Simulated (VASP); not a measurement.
Input:

```
CELL_PARAMETERS angstrom
      4.17101     0.00000     0.00000
      0.00000     4.17101     0.00000
      0.00000     0.00000     4.17101
ATOMIC_POSITIONS crystal
  Ba 0.00000 0.00000 0.00000
  Hf 0.50000 0.50000 0.50000
  O  0.50000 0.00000 0.50000
  O  0.00000 0.50000 0.50000
  O  0.50000 0.50000 0.00000
```

Level of theory: r2SCAN meta-GGA, VASP's PBE PAW potentials (set 64) (plane waves; VASP 6.6.1). Run with 520 eV cut-off, 7×7×7 Γ-centred mesh, Gaussian smearing of 0.010 eV, potentials Ba_sv Hf_pv O.

**Question.** Estimate the energy per atom (σ→0).

**Answer.** 
```yaml
energy per atom (σ→0): -21.602 eV/atom
```

The absolute energy has meaning only against runs of the same code, potentials and settings.

The compound is BaHfO3 in the cubic perovskite structure. It was relaxed first.
